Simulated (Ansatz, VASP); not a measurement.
# Cross-check of GaMoPd (GaMoPd in the AlB2 type) between VASP and Ansatz

Aim: how closely do two programs agree when they are given the same cell, functional and k mesh? The cell is generated by rule, not measured, and may not be a known phase. The cell is taken from a series of runs on this material, whose earlier steps may have relaxed, scaled, displaced or heated it; both programs get it as it stands.

Method: plane waves, with VASP 6.6.1 beside it; relaxation of cell and atoms at PBE and zone-centre phonons at PBE, in Ansatz 0.2.0.

The structure was built from a prototype and need not be the compound's stable phase.

## 1. The starting structure

The structure is hexagonal, space group P-6m2 (No. 187). The conventional cell has a = 4.368 Å, b = 4.368 Å, c = 2.773 Å, α = 90.00°, β = 90.00°, γ = 120.00°. Mo has 2 Mo at 2.77 Å and 6 Ga at 2.88 Å and 6 Pd at 2.88 Å nearest. Ga has 3 Pd at 2.52 Å and 2 Ga at 2.77 Å and 6 Mo at 2.88 Å nearest. Pd has 3 Ga at 2.52 Å and 2 Pd at 2.77 Å and 6 Mo at 2.88 Å nearest. Farther neighbours are not listed.

## 2. Ansatz: relaxation of cell and atoms, PBE, pair 1

Ansatz runs on its PAW soft_1 files.

The relaxed volume is the usual yardstick between codes: in a stiff, nearly cubic crystal its relative difference is about their pressure difference at one cell divided by the bulk modulus.

The input, input.yaml:

```yaml
crystal:
  lattice:
    - [4.3676627738, 0.0, 0.0]
    - [-2.1838313869, 3.7825069173, 0.0]
    - [0.0, 0.0, 2.7730004878]
  atoms:
    - { symbol: Mo, position: [0.0, 0.0, 0.0] }
    - { symbol: Ga, position: [0.3333333333, 0.6666666667, 0.5] }
    - { symbol: Pd, position: [0.6666666667, 0.3333333333, 0.5] }
kpoints:
  mp_grid: { grid: [9, 9, 10] }
hamiltonian:
  xc: pbe
  pseudopotentials: { kind: paw, azcp: { folder: soft_1 } }
scf:
  occupations: { method: gaussian, width: 0.1 }
output:
  forces: true
  stress: true
  eigenvalues: true
relax:
  adjacent_minimum: "off"
  f_tol: 0.005
  max_steps: 80
  cell: { stress_tol: 0.05 }
```

Started as:

```
$ ansatz run input.yaml --threads 4 --pin off --max-ram 12288MiB --backend cpu --events-out ev --progress --plain --runs-dir out
```

Numbers of over 12 decimals in the logs are rounded to 6 here.

The log of the run:

```text
Engine: ansatz 0.2.0, x86_64-unknown-linux-gnu
Pseudopotentials: kind: paw
Pseudopotential: Mo, paw, valence charge 14, recommended cutoff 420 eV (normal), soft_1/Mo.paw.azcp
Pseudopotential: Ga, paw, valence charge 13, recommended cutoff 420 eV (normal), soft_1/Ga.paw.azcp
Pseudopotential: Pd, paw, valence charge 18, recommended cutoff 420 eV (normal), soft_1/Pd.paw.azcp
Functional definition: PBE
  parameter kappa = 0.804
  parameter beta = 0.066725
  exchange = pbe_x(kappa = kappa, mu = beta*pi^2/3)
  correlation = pbe_c(beta = beta)
Crystal: 3 atoms, lattice volume = 45.812 Å³
Basis set: ecut = 420 eV, 915 PW (Γ), exchange–correlation on 60×60×40 points (8 copies of the dense FFT grid, shifted against one another)
Bands: 27, of which v1, the nominal top of the filled ones, is band 23 counted from 1 (22 counted from 0)
Symmetry: 12 space group operations
Space group: P-6m2 (ITA 187), of the structure as read, at distance tolerance 3.6e-5 Å
k-points: 72 of 810 (time reversal used)
Non-local potential: Mo, projectors of the file, l = 0: 3, l = 1: 2, l = 2: 2, l = 3: 1
Non-local potential: Ga, projectors of the file, l = 0: 2, l = 1: 2, l = 2: 3, l = 3: 1
Non-local potential: Pd, projectors of the file, l = 0: 2, l = 1: 2, l = 2: 2, l = 3: 1
PAW form: soft (Blöchl's): semilocal exchange-correlation on the pseudo side does not see the compensation charge
PAW one-centre angular grid: Mo, 590 points (default); XC on 64 Gauss nodes
PAW one-centre angular grid: Ga, 590 points (default); XC on 64 Gauss nodes
PAW one-centre angular grid: Pd, 590 points (default); XC on 64 Gauss nodes
Initial density: superposition of atomic densities (chi_scale 0.1, normalization cell, long waves kept (reshape's long-wave potential 0.00 eV rms))
Initial wavefunctions: pseudopotential atomic-orbital guess
Functional: x = pbe(κ = 0.804, μ = 0.219515), c = pbe(β = 0.066725)
SCF iter   1: F=—  HF=-15718.685794 eV  |F-HF|=—  |Δ(HF+E_count)|=         —  Δρ=2.57e-1  dr2=4.90e1  ethr=3.10e-3  ⟨swp⟩=4.9  Hψ=6983  notcnv=0
preconditioner: auto → none  [metal: Δε(μ)=0.044 eV  Ē_g=10.662 eV  σ=0.100 eV  W_gap=0.25  n_scr=8 (ndim 8)  ℏωp=29.5 eV  f_vac=0.000  D(μ)=2.62/eV (n_scr^D=26)  sad-step TF]
SCF iter   2: F=—  HF=-15715.024369 eV  |F-HF|=—  |Δ(HF+E_count)|=    3.66e0  Δρ=1.62e-1  dr2=2.19e1  ethr=3.10e-3  ⟨swp⟩=2.0  Hψ=4298  notcnv=0  defer=22
SCF iter   3: F=—  HF=-15712.358006 eV  |F-HF|=—  |Δ(HF+E_count)|=    2.67e0  Δρ=4.02e-2  dr2=1.25e0  ethr=3.10e-3  ⟨swp⟩=3.2  Hψ=3711  notcnv=0  defer=22
SCF iter   4: F=—  HF=-15712.232251 eV  |F-HF|=—  |Δ(HF+E_count)|=   1.26e-1  Δρ=1.47e-2  dr2=7.32e-2  ethr=2.78e-3  ⟨swp⟩=2.2  Hψ=3864  notcnv=0  defer=13
SCF iter   5: F=—  HF=-15712.212732 eV  |F-HF|=—  |Δ(HF+E_count)|=   1.95e-2  Δρ=3.94e-3  dr2=4.64e-3  ethr=1.63e-4  ⟨swp⟩=2.0  Hψ=3294  notcnv=0  defer=12
SCF iter   6: F=—  HF=-15712.209847 eV  |F-HF|=—  |Δ(HF+E_count)|=   2.88e-3  Δρ=1.25e-3  dr2=6.12e-4  ethr=1.03e-5  ⟨swp⟩=2.0  Hψ=2959  notcnv=0  defer=12
SCF iter   7: F=—  HF=-15712.209728 eV  |F-HF|=—  |Δ(HF+E_count)|=   1.19e-4  Δρ=2.13e-4  dr2=9.10e-6  ethr=1.36e-6  ⟨swp⟩=1.8  Hψ=2204  notcnv=0  defer=12
SCF iter   8: F=—  HF=-15712.209735 eV  |F-HF|=—  |Δ(HF+E_count)|=   6.74e-6  Δρ=5.86e-5  dr2=7.36e-7  ethr=2.02e-8  ⟨swp⟩=2.0  Hψ=3558  notcnv=0  defer=12
SCF iter   9: F=-15712.209735 eV  HF=-15712.209735 eV  |F-HF|=2.85e-8  |Δ(HF+E_count)|=   7.18e-8  Δρ=1.70e-5  dr2=4.94e-8  ethr=2.22e-10  ⟨swp⟩=5.7  Hψ=8569  notcnv=0
SCF 1 converged in 9 iterations: F = -15712.209735 eV  dr2 = 4.94e-8
  greatest PAW one-centre occupation: 0.999 electrons in one spin orbital (limit 2), on the Pd atom at site 2 (counted from 0), in its partial waves of l = 0
relax step   1: F+E_penalty+E_count = -15712.20973497 eV  Δ(F+E_penalty+E_count) = +0.000e0 eV  max|allowed force component| = 1.234e-17 eV/Å  Δτ_max = 0.0000 Å  P = +0.054 GPa  Ω = 45.812 Å³  (9 SCF iters, dr2 threshold 1.00e-7 eV, accepted)
[...]
relax step   2: F+E_penalty+E_count = -15712.20972731 eV  Δ(F+E_penalty+E_count) = +7.656e-6 eV  max|allowed force component| = 4.318e-17 eV/Å  Δτ_max = 0.0000 Å  P = -0.045 GPa  Ω = 45.837 Å³  energy of the carried Pulay correction = -8.319e-6 eV  (6 SCF iters, dr2 threshold 8.18e-9 eV, accepted)
[...]
relax step   3: F+E_penalty+E_count = -15712.20973541 eV  Δ(F+E_penalty+E_count) = -8.097e-6 eV  max|allowed force component| = 5.860e-17 eV/Å  Δτ_max = 0.0000 Å  P = -0.045 GPa  Ω = 45.837 Å³  stress off target by 4.83e-2 GPa  SCF on the basis re-selected at this cell (its energy is not comparable with the rows above)  (7 SCF iters)
basis re-selected at this cell: Δ(F+E_penalty+E_count) = -8.097e-6 eV, ΔP = -0.000 GPa vs the last step (what re-selecting the basis moved, of the pressure what is left beyond the Pulay correction that the steps carried, after the strain that the cell walked since its last selection, with what the two solves' SCF thresholds leave and, on support functions, any second-order correction that the steps lacked; it is no m [...]
SCF converged after 7 iterations
Free energy (F): -15712.209735 eV
Harris-Foulkes:  -15712.209735 eV  (|F-HF|=3.64e-12)
Internal energy: -15712.188038 eV  (E = F + TS)
E sigma→0 (E₀):  -15712.198886 eV
Entropy (-TS):   -0.021698 eV (-7.233 meV/atom)
Fermi energy:    17.948280 eV
--- Per-component energies (eV) ---
  E_band       = -216.203952
  E_kinetic    = 980.913906
  E_local      = -3878.268165  (includes V_loc(G=0)·N_el)
  E_nonlocal   = 425.350435
  E_hartree    = 1849.245974
  E_xc         = -378.486727
  E_vxc        = -451.520098  (∫ρ·V_xc dr)
  E_paw        = -9012.948433  (= ΣΔE_a)
  E_vpaw       = -991.172080  (= ΣTr[D̂ρ^β])
  E_aug_tail   = 0.000101  (compensation charges beyond the density's cutoff)
  E_ewald      = -5697.995129
  E_smearing   = -0.021698  (= −TS)
  E_closure    = -0.000000  (closes the sum)
  Σ components = -15712.209735   (vs F -15712.209735, Δ=0.00e0)
--- Forces (eV/Å), atoms counted from 1 ---
  atom   1  Mo    -0.00000000    -0.00000000     0.00000000
  atom   2  Ga     0.00000000    -0.00000000     0.00000000
  atom   3  Pd     0.00000000     0.00000000     0.00000000
  max |Σ_I F_I| component: 7.40e-17 eV/Å
--- Stress (GPa, compression-positive) ---
       -0.043873       0.000000       0.000000
        0.000000      -0.043873       0.000000
        0.000000       0.000000      -0.048283
  P = ⅓ Tr σ = -0.0453 GPa (-0.453 kbar)
--- Band table (eV; the first three rows and the last of 72) ---
  k-point 0: bands = [... 19 lower, 15.4552, 15.6195, 15.6195, 19.5038, 19.5038, 20.4643, 22.7139, 22.7139]
  k-point 1: bands = [... 19 lower, 15.6296, 16.1235, 16.1235, 19.0945, 19.0945, 20.5654, 23.2881, 23.2881]
  k-point 2: bands = [... 19 lower, 16.6255, 16.7124, 16.7124, 18.4320, 18.4320, 20.8714, 22.6733, 23.8831]
  k-point 71: bands = [... 19 lower, 15.6685, 16.9703, 17.2879, 18.0224, 19.7726, 20.4407, 20.5276, 20.5343]
--- Relaxed structure (2 steps of the walk, 2 accepted, 1 SCFs on fresh bases) ---
  F+E_penalty+E_count = -15712.20973541 eV   max|allowed force component| = 5.860e-17 eV/Å   (the final SCF, on the basis selected at the relaxed cell)
  cell:  # Å, volume = 45.8372 Å³
    - [4.368406, 0, 0.0]
    - [-2.184203, 3.783150, 0.0]
    - [0.0, 0.0, 2.773583]
  atoms:
    - { symbol: Mo, position: [0, 0, 0.0] }
    - { symbol: Ga, position: [0.333333, 0.666667, 0.5] }
    - { symbol: Pd, position: [0.666667, 0.333333, 0.5] }
```

In the SCF lines HF is the Harris–Foulkes energy and dr2 the Hartree energy of the density residual, in eV; the loop may stop once dr2 is under the threshold and the program's other checks hold. Hψ counts applications of the Hamiltonian.

## 3. VASP: relaxation of cell and atoms, PBE, pair 1

The same cell, functional, mesh and smearing now go to VASP, with its own data sets.

Lines of VASP's logs that name or quote its potential files are left out, and so is its time.

The input, INCAR:

```
SYSTEM = GaMoPd
PREC = Accurate
ENCUT = 500
EDIFF = 1E-07
NELM = 120
ISMEAR = 0
SIGMA = 0.1
LREAL = .FALSE.
ALGO = Normal
GGA = PE
NBANDS = 24
LASPH = .TRUE.
LORBIT = 11
LWAVE = .FALSE.
LCHARG = .FALSE.
ISIF = 3
IBRION = 2
NSW = 80
EDIFFG = -0.005
GGA_COMPAT = .FALSE.
NELMIN = 4
KPAR = 2
```

The input, POSCAR:

```
GaMoPd
1.0
    4.3676630000      0.0000000000      0.0000000000
   -2.1838310000      3.7825070000      0.0000000000
    0.0000000000      0.0000000000      2.7730000000
Mo Ga Pd
1 1 1
Direct
    0.0000000000      0.0000000000      0.0000000000
    0.3333332130      0.6666665785      0.5000000000
    0.6666665581      0.3333334215      0.5000000000
```

The input, KPOINTS:

```
Automatic mesh
0
Gamma
9 9 10
0 0 0
```

The projector-augmented-wave data sets are Mo_sv, Ga_d and Pd (PBE family, release 64).

Started as:

```
$ mpirun -np 2 vasp_std
```

The log of the run:

```text
[banner, memory and clock lines left out]
running    2 mpi-ranks, on    1 nodes
 distrk:  each k-point on    1 cores,    2 groups
 distr:  one band on    1 cores,    1 groups

 POSCAR found type information on POSCAR MoGaPd
 POSCAR found :  3 types and       3 ions
 LDA part: xc-table for (Slater+PW92), standard interpolation
 POSCAR, INCAR and KPOINTS ok, starting setup
 FFT: planning ... GRIDC
 FFT: planning ... GRID_SOFT
 FFT: planning ... GRID
 WAVECAR not read
 entering main loop
       N       E                     dE             d eps       ncg     rms          rms(c)
DAV:   1     0.319527774448E+03    0.31953E+03   -0.18056E+04  3632   0.228E+03
DAV:   2    -0.446723408766E+00   -0.31997E+03   -0.31149E+03  3856   0.536E+02
DAV:   3    -0.202825640164E+02   -0.19836E+02   -0.19561E+02  4008   0.115E+02
DAV:   4    -0.206191427534E+02   -0.33658E+00   -0.33615E+00  3928   0.160E+01
DAV:   5    -0.206275020153E+02   -0.83593E-02   -0.83590E-02  4288   0.240E+00    0.144E+01
DAV:   6    -0.194332680335E+02    0.11942E+01   -0.57804E+00  3688   0.148E+01    0.384E+00
DAV:   7    -0.194530509768E+02   -0.19783E-01   -0.15564E+00  3976   0.921E+00    0.432E+00
DAV:   8    -0.192864899572E+02    0.16656E+00   -0.51131E-01  3720   0.537E+00    0.160E+00
DAV:   9    -0.192751444849E+02    0.11345E-01   -0.39784E-02  4256   0.129E+00    0.435E-01
DAV:  10    -0.192741581482E+02    0.98634E-03   -0.87871E-03  4240   0.908E-01    0.196E-01
DAV:  11    -0.192739071645E+02    0.25098E-03   -0.21761E-03  4048   0.373E-01    0.656E-02
DAV:  12    -0.192738632177E+02    0.43947E-04   -0.19389E-04  3696   0.112E-01    0.199E-02
DAV:  13    -0.192738644926E+02   -0.12749E-05   -0.86496E-06  4736   0.241E-02    0.414E-03
DAV:  14    -0.192738644962E+02   -0.35498E-08   -0.45836E-07  3848   0.602E-03
   1 F= -.19273864E+02 E0= -.19263049E+02  d E =-.192739E+02
[...]
2 F= -.19273786E+02 E0= -.19262917E+02  d E =0.782091E-04
[...]
3 F= -.19273943E+02 E0= -.19263105E+02  d E =-.783581E-04
[...]
4 F= -.19273943E+02 E0= -.19263105E+02  d E =-.785247E-04
[...]
5 F= -.19273943E+02 E0= -.19263105E+02  d E =-.782685E-04
 curvature:  -0.08 expect dE=-0.543E-06 dE for cont linesearch -0.407E-07
 ZBRENT: accuracy reached
 trial: gam=-0.01875 g(F)=  0.898E-41 g(S)=  0.716E-05 ort = 0.142E-04 (trialstep = 0.884E+00)
 search vector abs. value=  0.676E-05
 bond charge predicted
       N       E                     dE             d eps       ncg     rms          rms(c)
DAV:   1    -0.192739772627E+02   -0.34500E-04   -0.10373E-03  3608   0.263E-01    0.340E-02
DAV:   2    -0.192739539252E+02    0.23337E-04   -0.54471E-05  3992   0.654E-02    0.181E-02
DAV:   3    -0.192739525006E+02    0.14246E-05   -0.34997E-05  4128   0.419E-02    0.181E-02
DAV:   4    -0.192739473335E+02    0.51671E-05   -0.14770E-05  3968   0.282E-02    0.384E-03
DAV:   5    -0.192739472587E+02    0.74756E-07   -0.86553E-07  3792   0.675E-03
   6 F= -.19273947E+02 E0= -.19263125E+02  d E =-.449405E-05
 trial-energy change:   -0.000004  1 .order   -0.000005   -0.000006   -0.000003
 step:   1.7224(harm=  1.7224)  dis= 0.00000  next Energy=   -19.273949 (dE=-0.594E-05)
 reached required accuracy - stopping structural energy minimisation
```

Parts of OUTCAR (step 3):

```text
ion  position               nearest neighbor table
   1  0.000  0.000  0.000-   2 2.88   2 2.88   3 2.88   3 2.88   3 2.88   3 2.88   2 2.88   2 2.88
                             2 2.88   2 2.88   3 2.88   3 2.88
   2  0.333  0.667  0.500-   3 2.52   3 2.52   3 2.52   1 2.88   1 2.88   1 2.88   1 2.88   1 2.88
                             1 2.88
   3  0.667  0.333  0.500-   2 2.52   2 2.52   2 2.52   1 2.88   1 2.88   1 2.88   1 2.88   1 2.88
                             1 2.88

  LATTYP: Found a hexagonal cell.
 ALAT       =     4.3676630000
 C/A-ratio  =     0.6348933056

 Subroutine GETGRP returns: Found 12 space group operations
 (whereof 12 operations were pure point group operations)

The static configuration has the point symmetry D_3h.

 Found     72 irreducible k-points:

   k-points           NKPTS =     72   k-points in BZ     NKDIM =     72   number of bands    NBANDS=     24

   dimension x,y,z NGX =    32 NGY =   32 NGZ =   20
   dimension x,y,z NGXF=    64 NGYF=   64 NGZF=   40

   ENCUT  =  500.0 eV  36.75 Ry    6.06 a.u.   7.96  7.96  5.06*2*pi/ulx,y,z

   NELECT =      37.0000    total number of electrons

 k-points in reciprocal lattice and weights: Automatic mesh
   0.00000000  0.00000000  0.00000000       0.001
   0.11111111 -0.00000000  0.00000000       0.007
   0.22222222  0.00000000  0.00000000       0.007
   0.33333333 -0.00000000  0.00000000       0.007
   0.44444444  0.00000000  0.00000000       0.007
   0.11111111  0.11111111  0.00000000       0.007
   0.22222222  0.11111111  0.00000000       0.015
   0.33333333  0.11111111  0.00000000       0.015
   0.44444444  0.11111111  0.00000000       0.007
[...]
0.33333333  0.22222222  0.50000000       0.015
   0.33333333  0.33333333  0.50000000       0.002

 average (electrostatic) potential at core
       1 -71.8485       2 -60.0369       3 -71.1763

 E-fermi :  10.1594

 k-point     1 :       0.0000    0.0000    0.0000
  band No.  band energies     occupation
    ...
     14       7.4752      2.00000
     15       7.6730      2.00000
     16       7.6730      2.00000
     17       7.8330      2.00000
     18       7.8330      2.00000
     19      11.7196      0.00000
     20      11.7196      0.00000
     21      12.6598      0.00000
     22      14.9161      0.00000
     23      14.9161      0.00000
    ...

 k-point     2 :       0.1111   -0.0000    0.0000
  band No.  band energies     occupation
    ...
     14       7.5165      2.00000
     15       7.6635      2.00000
     16       7.6762      2.00000
     17       7.7768      2.00000
     18       7.8715      2.00000
     19      11.6589      0.00000
     20      11.7367      0.00000
     21      12.8646      0.00000
     22      13.8396      0.00000
     23      13.9362      0.00000
    ...

 k-point     3 :       0.2222    0.0000    0.0000
  band No.  band energies     occupation
    ...
     14       7.3427      2.00000
     15       7.6398      2.00000
     16       7.6797      2.00000
     17       7.7742      2.00000
     18       8.0139      2.00000
     19      11.5293      0.00000
     20      11.7797      0.00000
     21      11.9603      0.00000
     22      12.5244      0.00000
     23      13.9943      0.00000
    ...

  Total        0.0037194      0.0037194     -0.0087539      0.0000000     -0.0000000      0.0000000
  in kB        0.1298677      0.1298676     -0.3056514      0.0000000     -0.0000000      0.0000000
  external PRESSURE =      -0.0153054 kB  Pullay stress =       0.0000000 kB

  energy-cutoff  :      500.00
  volume of cell :       45.89
      direct lattice vectors                 reciprocal lattice vectors
     4.371068437  0.000000000 -0.000000000     0.228777017  0.132084446  0.000000000
    -2.185533718  3.785456194 -0.000000000    -0.000000000  0.264168953  0.000000000
     0.000000000 -0.000000000  2.773190754     0.000000000  0.000000000  0.360595462

 POSITION                                       TOTAL-FORCE (eV/Angst)
 -----------------------------------------------------------------------------------
      0.00000     -0.00000      2.77319         0.000000      0.000000     -0.000000
      0.00000      2.52364      1.38660        -0.000000     -0.000000      0.000000
      2.18553      1.26182      1.38660         0.000000     -0.000000      0.000000
 -----------------------------------------------------------------------------------
    total drift:                                0.000144      0.000038     -0.000000

  FREE ENERGIE OF THE ION-ELECTRON SYSTEM (eV)
  ---------------------------------------------------
  free  energy   TOTEN  =       -19.2739472587 eV

  energy  without entropy=      -19.2523027449  energy(sigma->0) =      -19.26312500

 reached required accuracy - stopping structural energy minimisation

 total charge
# of ion       s       p       d       tot
------------------------------------------
    1        2.284   6.136   3.830  12.250
    2        0.883   0.861  10.009  11.753
    3        0.535   0.633   8.486   9.654
--------------------------------------------------
tot          3.702   7.630  22.324  33.657

[... 3 further parts left out ...]
```

CONTCAR:

```
GaMoPd
   1.00000000000000
     4.3710684370323589    0.0000000004502885   -0.0000000000000000
    -2.1855337177363721    3.7854561944911032   -0.0000000000000000
     0.0000000000000000   -0.0000000000000000    2.7731907538567970
  Mo              Ga              Pd
     1     1     1
Direct
     0.0000000000000000    0.0000000000000000    1.0000000000000000
     0.3333332130000031    0.6666665784999992    0.5000000000000000
     0.6666665580999975    0.3333334215000008    0.5000000000000000
```

The run keeps the 12 symmetry operations of its start, so it cannot find a distortion of lower symmetry.

## 4. Comparison

Known differences besides the potentials themselves: the data sets hold 45 valence electrons in Ansatz (on its PAW soft_1 files) and 37 in VASP; the cutoff is 420 eV in Ansatz and 500 eV in VASP; Ansatz adds a Pulay correction to the stress that steers its cell, VASP none. Total energies have different zeros and are not compared.

Compared:

| quantity | Ansatz | VASP | difference |
| --- | --- | --- | --- |
| volume (Å³) | 45.84 | 45.89 | -0.11 % |
| edge a after relaxation, in the typed setting (Å) | 4.368 | 4.371 | -0.06 % |
| edge c after relaxation, in the typed setting (Å) | 2.774 | 2.773 | +0.01 % |

[end of part 1 of 2]

[Lines on the potential files, build, host, timing and source positions are cut from VASP's logs without a mark.]

[Logs are printed without paths, hosts, clocks, repeated set-up lines and the standing remarks that a program may print on its own settings, such as how far it seeks lower states.]

[Hosts, paths, dates, database ids (printed as entryN), source tags and the programs' standing remarks are cut or masked in the printed files.]
